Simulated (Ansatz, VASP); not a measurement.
# KTaO3 in two plane-wave programs

Wanted: the spread between two codes on one cell, functional and k mesh.

Method: plane waves, with VASP 6.6.1 beside it; band structure at HSE06, in Ansatz 0.2.0.

**1. The starting structure**

The structure is cubic, space group Pm-3m (No. 221). The conventional cell has a = 3.988 Å, b = 3.988 Å, c = 3.988 Å, α = 90.00°, β = 90.00°, γ = 90.00°. Nearest to K lie 12 O at 2.82 Å. Nearest to Ta lie 6 O at 1.99 Å. O has 2 Ta at 1.99 Å and 4 K at 2.82 Å nearest. Farther neighbours and most contacts between anions are not listed.

**2. VASP: band structure, HSE06**

Levels along a path test the potential and the projectors away from the mesh points.

Lines of VASP's logs that name or quote its potential files are left out, and so is its time.

The run reads the wave functions of an earlier VASP run, which isn't shown here.

INCAR reads:

```
SYSTEM = KTaO3
PREC = Accurate
ENCUT = 520
EDIFF = 1E-06
NELM = 100
ISMEAR = 0
SIGMA = 0.02
LREAL = .FALSE.
ALGO = Normal
LHFCALC = .TRUE.
AEXX = 0.25
GGA = PE
HFSCREEN = 0.2
LASPH = .TRUE.
NBANDS = 25
PRECFOCK = Fast
LORBIT = 11
LWAVE = .FALSE.
LCHARG = .FALSE.
KPAR = 8
```

POSCAR reads:

```
KTaO3
1.0
    3.9883000000      0.0000000000      0.0000000000
    0.0000000000      3.9883000000      0.0000000000
    0.0000000000      0.0000000000      3.9883000000
K Ta O
1 1 3
Direct
    0.5000000000      0.5000000000      0.5000000000
    0.0000000000      0.0000000000      0.0000000000
    0.5000000000      0.0000000000      0.0000000000
    0.0000000000      0.5000000000      0.0000000000
    0.0000000000      0.0000000000      0.5000000000
```

KPOINTS reads:

```
Automatic mesh
0
Gamma
4 4 4
0 0 0
```

KPOINTS_OPT reads:

```
Line mode
6
Line-mode
Reciprocal
  0.00000000   0.00000000   0.00000000 GAMMA
  0.00000000   0.50000000   0.00000000 X

  0.00000000   0.50000000   0.00000000 X
  0.50000000   0.50000000   0.00000000 M

  0.50000000   0.50000000   0.00000000 M
  0.00000000   0.00000000   0.00000000 GAMMA

  0.00000000   0.00000000   0.00000000 GAMMA
  0.50000000   0.50000000   0.50000000 R

  0.50000000   0.50000000   0.50000000 R
  0.00000000   0.50000000   0.00000000 X

  0.50000000   0.50000000   0.00000000 M
  0.50000000   0.50000000   0.50000000 R
```

The projector-augmented-wave data sets are K_sv, Ta_pv and O (PBE family, release 64).

Command:

```sh
$ mpirun -np 8 vasp_std
```

Numbers of over 12 decimals in the logs are rounded to 6 here.

Output:

```text
[banner, memory and clock lines left out]
running    8 mpi-ranks, on    1 nodes
 distrk:  each k-point on    1 cores,    8 groups
 distr:  one band on    1 cores,    1 groups

 POSCAR found type information on POSCAR K TaO
 POSCAR found :  3 types and       5 ions
|                                                                             |
|           W    W    AA    RRRRR   N    N  II  N    N   GGGG   !!!           |
|           W    W   A  A   R    R  NN   N  II  NN   N  G    G  !!!           |
|           W    W  A    A  R    R  N N  N  II  N N  N  G       !!!           |
|           W WW W  AAAAAA  RRRRR   N  N N  II  N  N N  G  GGG   !            |
|           WW  WW  A    A  R   R   N   NN  II  N   NN  G    G                |
|           W    W  A    A  R    R  N    N  II  N    N   GGGG   !!!           |
|                                                                             |
|     For optimal performance we recommend to set                             |
|       NCORE = 2 up to number-of-cores-per-socket                            |
|     NCORE specifies how many cores store one orbital (NPAR=cpu/NCORE).      |
|     This setting can greatly improve the performance of VASP for DFT.       |
|     The default, NCORE=1 might be grossly inefficient on modern             |
|     multi-core architectures or massively parallel machines. Do your        |
|     Unfortunately you need to use the default for GW and RPA                |
|     calculations (for HF NCORE is supported but not extensively tested      |
|     yet).                                                                   |
|                                                                             |

 LDA part: xc-table for (Slater+PW92), standard interpolation
 found WAVECAR, reading the header
 POSCAR, INCAR and KPOINTS ok, starting setup
 FFT: planning ... GRIDC
 FFT: planning ... GRID_SOFT
 FFT: planning ... GRID
 reading WAVECAR
 the WAVECAR file was read successfully
 initial charge from wavefunction
 entering main loop
       N       E                     dE             d eps       ncg     rms          rms(c)
DAV:   1    -0.495033193163E+02   -0.49503E+02   -0.94771E-01   542   0.844E+00    0.289E+00
DAV:   2    -0.494721226586E+02    0.31197E-01   -0.11243E-01   588   0.293E+00    0.145E+00
DAV:   3    -0.494683504170E+02    0.37722E-02   -0.22621E-02   644   0.111E+00    0.746E-01
DAV:   4    -0.494672011433E+02    0.11493E-02   -0.34045E-03   603   0.417E-01    0.413E-01
DAV:   5    -0.494669651808E+02    0.23596E-03   -0.13652E-03   620   0.225E-01    0.238E-01
DAV:   6    -0.494669394504E+02    0.25730E-04   -0.92139E-05   700   0.725E-02    0.136E-01
DAV:   7    -0.494669233626E+02    0.16088E-04   -0.19477E-05   717   0.358E-02    0.779E-02
DAV:   8    -0.494669214580E+02    0.19046E-05   -0.33178E-06   563   0.166E-02    0.463E-02
DAV:   9    -0.494669203107E+02    0.11473E-05   -0.12205E-06   424   0.114E-02    0.277E-02
DAV:  10    -0.494669202945E+02    0.16202E-07   -0.49443E-07   387   0.695E-03
   1 F= -.49466920E+02 E0= -.49466920E+02  d E =-.122340E-33
 Start KPOINTS_OPT (optional k-point list driver)
k-point batch [1-10\36]
       N       E                     dE             ncg
DAV:   1    -0.577123932066E+03   -0.69585E+04      500
DAV:   2    -0.433196250723E+04   -0.37548E+04      581
DAV:   3    -0.466833734341E+04   -0.33637E+03      737
DAV:   4    -0.468264852682E+04   -0.14311E+02      768
DAV:   5    -0.468300037652E+04   -0.35185E+00      720
DAV:   6    -0.468300953923E+04   -0.91627E-02      720
DAV:   7    -0.468300980951E+04   -0.27028E-03      728
DAV:   8    -0.468300981555E+04   -0.60479E-05      632
DAV:   9    -0.468300981574E+04   -0.19066E-06      512
[...]
k-point batch [31-36\36]
       N       E                     dE             ncg
DAV:   1     0.426829367145E+04   -0.85460E+04      300
DAV:   2     0.197206102803E+04   -0.22962E+04      343
DAV:   3     0.177911520262E+04   -0.19295E+03      472
DAV:   4     0.177326991169E+04   -0.58453E+01      413
DAV:   5     0.177313631725E+04   -0.13359E+00      463
DAV:   6     0.177313365914E+04   -0.26581E-02      382
DAV:   7     0.177313359971E+04   -0.59428E-04      464
DAV:   8     0.177313359796E+04   -0.17534E-05      359
DAV:   9     0.177313359791E+04   -0.47570E-07      272
```

OUTCAR, selected parts (step 2):

```text
ion  position               nearest neighbor table
   1  0.500  0.500  0.500-   3 2.82   4 2.82   5 2.82   3 2.82   4 2.82   3 2.82   5 2.82   3 2.82
                             4 2.82   5 2.82   4 2.82   5 2.82   2 3.45   2 3.45   2 3.45   2 3.45
   2  0.000  0.000  0.000-   3 1.99   4 1.99   5 1.99   5 1.99   4 1.99   3 1.99   1 3.45   1 3.45
                             1 3.45   1 3.45   1 3.45   1 3.45   1 3.45   1 3.45
   3  0.500  0.000  0.000-   2 1.99   2 1.99   1 2.82   1 2.82   1 2.82   1 2.82
   4  0.000  0.500  0.000-   2 1.99   2 1.99   1 2.82   1 2.82   1 2.82   1 2.82
   5  0.000  0.000  0.500-   2 1.99   2 1.99   1 2.82   1 2.82   1 2.82   1 2.82

  LATTYP: Found a simple cubic cell.
 ALAT       =     3.9883000000

 Subroutine GETGRP returns: Found 48 space group operations
 (whereof 48 operations were pure point group operations)

The static configuration has the point symmetry O_h .

 Found     10 irreducible k-points:

   k-points           NKPTS =     10   k-points in BZ     NKDIM =     64   number of bands    NBANDS=     25

   dimension x,y,z NGX =    30 NGY =   30 NGZ =   30
   dimension x,y,z NGXF=    60 NGYF=   60 NGZF=   60

   ENCUT  =  520.0 eV  38.22 Ry    6.18 a.u.   7.42  7.42  7.42*2*pi/ulx,y,z

   NELECT =      38.0000    total number of electrons

 k-points in reciprocal lattice and weights: Automatic mesh
   0.00000000  0.00000000  0.00000000       0.016
   0.25000000  0.00000000  0.00000000       0.094
   0.50000000  0.00000000  0.00000000       0.047
   0.25000000  0.25000000  0.00000000       0.188
   0.50000000  0.25000000  0.00000000       0.188
   0.50000000  0.50000000  0.00000000       0.047
   0.25000000  0.25000000  0.25000000       0.125
   0.50000000  0.25000000  0.25000000       0.188
   0.50000000  0.50000000  0.25000000       0.094
   0.50000000  0.50000000  0.50000000       0.016

  exchange ACFDT corr.  =         0.00000000  see jH, gK, PRB 81, 115126

 average (electrostatic) potential at core
       1 -27.8641       2 -36.5002       3 -65.6085       4 -65.6085       5 -65.6085

 E-fermi :   0.8572

 k-point     1 :       0.0000    0.0000    0.0000
  band No.  band energies     occupation
    ...
     15      -0.4455      2.00000
     16      -0.4455      2.00000
     17       0.0362      2.00000
     18       0.0362      2.00000
     19       0.0362      2.00000
     20       4.1952      0.00000
     21       4.1952      0.00000
     22       4.1952      0.00000
     23       8.9343      0.00000
     24       8.9343      0.00000
    ...

 k-point     2 :       0.2500    0.0000    0.0000
  band No.  band energies     occupation
    ...
     15      -1.1965      2.00000
     16      -1.0913      2.00000
     17      -0.6882      2.00000
     18      -0.1388      2.00000
     19      -0.1388      2.00000
     20       4.2753      0.00000
     21       5.7675      0.00000
     22       5.7675      0.00000
     23       8.9536      0.00000
     24       9.8321      0.00000
    ...

 k-point     3 :       0.5000    0.0000    0.0000
  band No.  band energies     occupation
    ...
     15      -1.8552      2.00000
     16      -1.5998      2.00000
     17      -0.9143      2.00000
     18      -0.2110      2.00000
     19      -0.2110      2.00000
     20       4.3588      0.00000
     21       7.2610      0.00000
     22       7.2610      0.00000
     23       8.9686      0.00000
     24      10.8763      0.00000
    ...

  energy-cutoff  :      520.00
  volume of cell :       63.44
      direct lattice vectors                 reciprocal lattice vectors
     3.988300000  0.000000000  0.000000000     0.250733395  0.000000000  0.000000000
     0.000000000  3.988300000  0.000000000     0.000000000  0.250733395  0.000000000
     0.000000000  0.000000000  3.988300000     0.000000000  0.000000000  0.250733395

 POSITION                                       TOTAL-FORCE (eV/Angst)
 -----------------------------------------------------------------------------------
      1.99415      1.99415      1.99415         0.000000      0.000000      0.000000
      0.00000      0.00000      0.00000         0.000000      0.000000      0.000000
      1.99415      0.00000      0.00000         0.000000      0.000000      0.000000
      0.00000      1.99415      0.00000         0.000000      0.000000      0.000000
      0.00000      0.00000      1.99415         0.000000      0.000000      0.000000
 -----------------------------------------------------------------------------------
    total drift:                                0.000000     -0.000000     -0.000001

  FREE ENERGIE OF THE ION-ELECTRON SYSTEM (eV)
  ---------------------------------------------------
  free  energy   TOTEN  =       -49.4669202945 eV

  energy  without entropy=      -49.4669202945  energy(sigma->0) =      -49.46692029

 total charge
# of ion       s       p       d       tot
------------------------------------------
    1        1.962   5.651   0.039   7.652
    2        0.350   6.376   1.929   8.654
    3        1.566   3.557   0.000   5.123
    4        1.566   3.557   0.000   5.123
    5        1.566   3.557   0.000   5.123
--------------------------------------------------
tot          7.010  22.697   1.967  31.674

[... 3 further parts left out ...]
```

Spin-orbit coupling is off here; with elements this heavy it splits and shifts levels by tenths of an eV or more.

[end of part 1 of 2]

[Lines on the potential files, build, host, timing and source positions are cut from VASP's logs without a mark.]

[Logs are printed without paths, hosts, clocks, repeated set-up lines and the standing remarks that a program may print on its own settings, such as how far it seeks lower states.]

[Hosts, paths, dates, database ids (printed as entryN), source tags and the programs' standing remarks are cut or masked in the printed files.]
